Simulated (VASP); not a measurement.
FC2I2H3, in a box:

```
F C I H
1.0
    13.00000    0.00000    0.00000
     0.00000   13.00000    0.00000
     0.00000    0.00000   13.00000
F C I H
1 2 2 3
Direct
  0.44497 0.48088 0.62036
  0.51835 0.49528 0.54806
  0.47328 0.50314 0.44269
  0.62211 0.36435 0.55062
  0.37989 0.63888 0.42938
  0.56597 0.56076 0.56952
  0.53315 0.51038 0.38487
  0.42364 0.43805 0.42557
```

Program: VASP 6.6.1. Alike in all runs: task single point; no spin polarisation; cell as given; k mesh 1 × 1 × 1; smearing gaussian 0.01 eV.

Question: Order these runs on this cell by their band gap on the k mesh, lowest first.
A. level HSE06; potentials or basis VASP PAW PBE potentials, release 64 (F, C, I, H); cutoff (eV) 520; grid for exact exchange (PRECFOCK) Fast; screening parameter 0.2 1/A
B. level B3LYP+D3(BJ); potentials or basis VASP PAW PBE potentials, release 64 (F_h, C_h, I, H_h); cutoff (eV) 900; grid for exact exchange (PRECFOCK) Fast; exchange at q = 0 truncated
C. level PBE+TS; potentials or basis VASP PAW PBE potentials, release 64 (F, C, I, H); cutoff (eV) 520

Answer: C (3.83 eV), A (5.10 eV), B (5.36 eV).

Caveats: spin-orbit coupling is left out, which moves the levels of the heavy elements.

